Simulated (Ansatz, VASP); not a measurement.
# Cross-check of TaTeS (1T-TaSTe monolayer) between VASP and Ansatz, part 2 of 2

Wanted: the spread between two codes on one cell, functional and k mesh. The structure shown is the start of the Ansatz relaxation below; VASP solves that cell, so the two are compared at the walk's first step.

VASP 6.6.1 and Ansatz 0.2.0.

So far: Starting point; Ansatz: relaxation, PBE with D4.

### 3. VASP: single point, PBE with D4, start cell

Level of this step: PBE with D4, zero-moment start; plane waves and PAW (Te, Ta_pv, S) (VASP).

The same cell, functional, mesh and smearing now go to VASP, with its own data sets.

Lines of VASP's logs that name or quote its potential files are left out, and so is its time.

Input file INCAR:

```
SYSTEM = TaTeS
PREC = Accurate
ENCUT = 400
EDIFF = 1E-06
NELM = 200
ISMEAR = -1
SIGMA = 0.05
LREAL = .FALSE.
ALGO = Normal
GGA = PE
IVDW = 13
NBANDS = 19
ISPIN = 2
MAGMOM = -0 0 0
LASPH = .TRUE.
LMAXMIX = 4
LORBIT = 11
LWAVE = .FALSE.
LCHARG = .FALSE.
ISIF = 2
LDIPOL = .TRUE.
IDIPOL = 3
DIPOL = 0.5 0.5 0.502
LVHAR = .TRUE.
GGA_COMPAT = .FALSE.
NELMDL = -8
KPAR = 2
```

Input file POSCAR:

```
TaTeS
1.0
    3.7626450000      0.0000000000      0.0000000000
   -1.8813220000      3.2585460000      0.0000000000
    0.0000000000      0.0000000000     37.7947250000
Te Ta S
1 1 1
Direct
    0.6666664895      0.3333333333      0.4550899630
    0.0000000000      0.0000000000      0.5071116935
    0.3333332447      0.6666666667      0.5449100370
```

Input file KPOINTS:

```
Automatic mesh
0
Gamma
12 12 1
0 0 0
```

The projector-augmented-wave data sets are Te, Ta_pv and S (PBE family, release 64).

The run is started by

```console
> mpirun -np 2 vasp_std
```

Numbers of over 12 decimals in the logs are rounded to 6 here.

Output:

```text
[banner, memory and clock lines left out]
running    2 mpi-ranks, on    1 nodes
 distrk:  each k-point on    1 cores,    2 groups
 distr:  one band on    1 cores,    1 groups

 POSCAR found type information on POSCAR TeTaS
 POSCAR found :  3 types and       3 ions
 LDA part: xc-table for (Slater+PW92), standard interpolation
 POSCAR, INCAR and KPOINTS ok, starting setup
 FFT: planning ... GRIDC
 FFT: planning ... GRID_SOFT
 FFT: planning ... GRID
 WAVECAR not read
 entering main loop
       N       E                     dE             d eps       ncg     rms          rms(c)
DAV:   1     0.101198814619E+03    0.10120E+03   -0.81407E+03  1892   0.653E+02
DAV:   2    -0.850170455018E+01   -0.10970E+03   -0.10433E+03  1946   0.140E+02
DAV:   3    -0.220173560240E+02   -0.13516E+02   -0.13399E+02  2166   0.470E+01
DAV:   4    -0.223021059523E+02   -0.28475E+00   -0.28381E+00  2351   0.814E+00
DAV:   5    -0.223045175785E+02   -0.24116E-02   -0.24099E-02  2145   0.732E-01
DAV:   6    -0.223045736473E+02   -0.56069E-04   -0.56065E-04  2224   0.902E-02
DAV:   7    -0.223045743305E+02   -0.68319E-06   -0.68311E-06  2083   0.920E-03
DAV:   8    -0.223045743434E+02   -0.12834E-07   -0.13027E-07  1704   0.130E-03    0.127E+01
DAV:   9    -0.208228177912E+02    0.14818E+01   -0.84151E+00  1600   0.142E+01    0.723E+00
DAV:  10    -0.207191617106E+02    0.10366E+00   -0.32510E+00  1714   0.630E+00    0.334E+00
DAV:  11    -0.206130355398E+02    0.10613E+00   -0.96586E-01  1831   0.408E+00    0.884E-01
DAV:  12    -0.206079287881E+02    0.51068E-02   -0.72756E-02  1782   0.117E+00    0.261E-01
DAV:  13    -0.206072218922E+02    0.70690E-03   -0.49337E-03  1862   0.362E-01    0.276E-01
DAV:  14    -0.206069548359E+02    0.26706E-03   -0.10172E-03  1906   0.156E-01    0.172E-01
[...]
DAV:  22    -0.206068471496E+02   -0.39651E-04   -0.10579E-06  1528   0.300E-03    0.235E-03
DAV:  23    -0.206068695710E+02   -0.22421E-04   -0.43305E-07  1596   0.196E-03    0.144E-03
DAV:  24    -0.206068755251E+02   -0.59541E-05   -0.65995E-08  1562   0.909E-04    0.856E-04
DAV:  25    -0.206068818857E+02   -0.63606E-05   -0.11080E-07  1527   0.940E-04    0.678E-04
DAV:  26    -0.206068853430E+02   -0.34574E-05   -0.50139E-08  1522   0.659E-04    0.334E-04
DAV:  27    -0.206068867411E+02   -0.13981E-05   -0.11374E-08  1291   0.347E-04    0.266E-04
DAV:  28    -0.206068883917E+02   -0.16506E-05   -0.20442E-08  1358   0.342E-04    0.122E-04
DAV:  29    -0.206068888983E+02   -0.50661E-06   -0.40471E-09  1194   0.168E-04
   1 F= -.21342657E+02 E0= -.21330967E+02  d E =-.233816E-01  mag=    -0.0000
```

OUTCAR, selected parts (step 3):

```text
ion  position               nearest neighbor table
   1  0.667  0.333  0.455-   2 2.93   2 2.93   2 2.93
   2  0.000  0.000  0.507-   3 2.60   3 2.60   3 2.60   1 2.93   1 2.93   1 2.93
   3  0.333  0.667  0.545-   2 2.60   2 2.60   2 2.60

  LATTYP: Found a hexagonal cell.
 ALAT       =     3.7626450000
 C/A-ratio  =    10.0447225290

 Subroutine GETGRP returns: Found  6 space group operations
 (whereof  6 operations were pure point group operations)

The static configuration has the point symmetry C_3v.

 Found     19 irreducible k-points:

   k-points           NKPTS =     19   k-points in BZ     NKDIM =     19   number of bands    NBANDS=     19

   dimension x,y,z NGX =    28 NGY =   28 NGZ =  250
   dimension x,y,z NGXF=    56 NGYF=   56 NGZF=  500

   ENCUT  =  400.0 eV  29.40 Ry    5.42 a.u.   6.14  6.14 61.63*2*pi/ulx,y,z

   NELECT =      23.0000    total number of electrons

 k-points in reciprocal lattice and weights: Automatic mesh
   0.00000000  0.00000000  0.00000000       0.007
   0.08333333 -0.00000000  0.00000000       0.042
   0.16666667  0.00000000  0.00000000       0.042
   0.25000000 -0.00000000  0.00000000       0.042
   0.33333333 -0.00000000  0.00000000       0.042
   0.41666667  0.00000000  0.00000000       0.042
   0.50000000 -0.00000000  0.00000000       0.021
   0.08333333  0.08333333  0.00000000       0.042
   0.16666667  0.08333333  0.00000000       0.083
[...]
0.33333333  0.25000000  0.00000000       0.083
   0.33333333  0.33333333  0.00000000       0.014

 dipolmoment           0.000000      0.000000      0.056298 electrons x Angstroem

 average (electrostatic) potential at core
       1 -97.5837       2 -47.3356       3 -94.9874

 E-fermi :  -3.0360

 spin component 1
 k-point     1 :       0.0000    0.0000    0.0000
  band No.  band energies     occupation
    ...
      7      -6.4805      1.00000
      8      -6.4805      1.00000
      9      -5.4149      1.00000
     10      -3.0695      0.66116
     11      -3.0695      0.66114
     12      -3.0228      0.43419
     13      -3.0228      0.43416
     14      -2.5704      0.00009
     15       0.0379      0.00000
     16       0.2294      0.00000
    ...

 k-point     2 :       0.0833   -0.0000    0.0000
  band No.  band energies     occupation
    ...
      7      -6.6803      1.00000
      8      -6.4586      1.00000
      9      -5.2562      1.00000
     10      -3.9076      1.00000
     11      -3.5539      0.99997
     12      -2.9386      0.12468
     13      -2.5367      0.00005
     14      -2.2387      0.00000
     15      -0.1627      0.00000
     16       0.1653      0.00000
    ...

 k-point     3 :       0.1667    0.0000    0.0000
  band No.  band energies     occupation
    ...
      8      -6.4115      1.00000
      9      -5.2041      1.00000
     10      -4.8805      1.00000
     11      -3.9726      1.00000
     12      -3.1031      0.79279
     13      -2.1314      0.00000
     14      -2.0140      0.00000
     15      -0.5354      0.00000
     16       0.0728      0.00000
     17       0.8180      0.00000
    ...

 k-point     4 :       0.2500   -0.0000    0.0000
  band No.  band energies     occupation
    ...
      8      -6.3820      1.00000
      9      -6.1600      1.00000
     10      -5.0150      1.00000
     11      -4.2477      1.00000
     12      -3.3657      0.99863
     13      -1.9308      0.00000
     14      -1.8955      0.00000
     15      -0.3963      0.00000
     16       0.0851      0.00000
     17       1.3803      0.00000
    ...

 k-point     5 :       0.3333   -0.0000    0.0000
  band No.  band energies     occupation
    ...
      8      -6.6928      1.00000
      9      -6.3971      1.00000
     10      -5.2927      1.00000
     11      -4.3772      1.00000
     12      -3.5820      0.99998
     13      -1.7749      0.00000
     14      -1.7393      0.00000
     15      -0.0426      0.00000
     16       0.1752      0.00000
     17       1.2292      0.00000
    ...

 k-point     6 :       0.4167    0.0000    0.0000
  band No.  band energies     occupation
    ...
      8      -6.5459      1.00000
      9      -6.4346      1.00000
     10      -5.5376      1.00000
     11      -4.4159      1.00000
     12      -3.6842      1.00000
     13      -1.6901      0.00000
     14      -1.5204      0.00000
     15      -0.0465      0.00000
     16       0.2461      0.00000
     17       1.0126      0.00000
    ...

  DFT-D4 for vdW energy calculation

  Edisp (eV):   -0.73577

  Total      -6.23648    -6.23648    -4.78917    -0.00000    -0.00000    -0.00000
  in kB     -21.56264   -21.56264   -16.55854    -0.00000    -0.00000    -0.00000
  external pressure =      -19.89 kB  Pullay stress =        0.00 kB

  energy-cutoff  :      400.00
  volume of cell :      463.39
      direct lattice vectors                 reciprocal lattice vectors
     3.762645000  0.000000000  0.000000000     0.265770489  0.153442630  0.000000000
    -1.881322000  3.258546000  0.000000000     0.000000000  0.306885341  0.000000000
     0.000000000  0.000000000 37.794725000     0.000000000  0.000000000  0.026458719

 POSITION                                       TOTAL-FORCE (eV/Angst)
 -----------------------------------------------------------------------------------
      1.88132      1.08618     17.20000         0.000000     -0.000000      1.387670
      0.00000      0.00000     19.16615        -0.000000     -0.000000      0.046577
     -0.00000      2.17236     20.59472        -0.000000      0.000000     -1.434247
 -----------------------------------------------------------------------------------
    total drift:                                0.000370      0.000001     -0.000247

  FREE ENERGIE OF THE ION-ELECTRON SYSTEM (eV)
  ---------------------------------------------------
  free  energy   TOTEN  =       -21.3426574283 eV

  energy  without entropy=      -21.3192757998  energy(sigma->0) =      -21.33096661

 vacuum level on the upper side and lower side of the slab         2.071         1.241

 total charge
# of ion       s       p       d       tot
------------------------------------------
    1        1.384   1.950   0.039   3.373
    2        0.276   6.117   2.129   8.522
    3        1.347   2.316   0.000   3.663
--------------------------------------------------
tot          3.008  10.383   2.168  15.558

 magnetization (x)
# of ion       s       p       d       tot
------------------------------------------
    1        0.000   0.000  -0.000   0.000
    2       -0.000  -0.000  -0.000  -0.000
    3        0.000   0.000   0.000   0.000
--------------------------------------------------
tot         -0.000   0.000  -0.000  -0.000

[... 4 further parts left out ...]
```

This run allows spin, but its moments start at zero, where symmetry between the spins tends to hold them. Its electron count is odd, so without a moment it is a metal by construction.

### 4. Comparison

Known differences besides the potentials themselves: Ansatz cuts the interaction across the vacuum, VASP repeats the sheet with a dipole correction; the data sets hold 35 valence electrons in Ansatz (on its default PAW (the set named soft_2) files) and 23 in VASP; the cutoff is 420 eV in Ansatz and 400 eV in VASP. Total energies have different zeros and are not compared.

Forces (eV/Å; atoms numbered as in POSCAR):

```csv
atom,"Ansatz x, y, z","VASP x, y, z"
Te1,"0.000, 0.000, 1.394","0.000, 0.000, 1.388"
Ta2,"0.000, 0.000, 0.040","0.000, 0.000, 0.047"
S3,"0.000, 0.000, -1.435","0.000, 0.000, -1.434"
```

The forces differ by 3.1 meV/Å r.m.s., which is 0.5 % of the r.m.s. force of 0.665 eV/Å (both taken over all components). Moments aren't recorded for both runs of this pair, so they may hold unlike magnetic states. With vacuum in the cell, a pressure given here is an average over mostly empty space and none of the material.

### 5. What came out

```
r.m.s. force difference (single point, PBE with D4, start cell) : 0.46 % of the r.m.s. force
```

In words: The r.m.s. force difference is 0.46 % of the r.m.s. force (single point, PBE with D4, start cell), within the 3 % picked in this series as the mark of a large difference. The data sets hold unlike numbers of valence electrons (35 in Ansatz and 23 in VASP), so part of the differences comes from the potentials. 1 further run of this series is not shown here. Such differences can come from data sets, numerical settings and the points named under the comparisons, not from the functional's error against experiment.

[Lines on the potential files, build, host, timing and source positions are cut from VASP's logs without a mark.]

[Logs are printed without paths, hosts, clocks, repeated set-up lines and the standing remarks that a program may print on its own settings, such as how far it seeks lower states.]

[Hosts, paths, dates, database ids (printed as entryN), source tags and the programs' standing remarks are cut or masked in the printed files.]
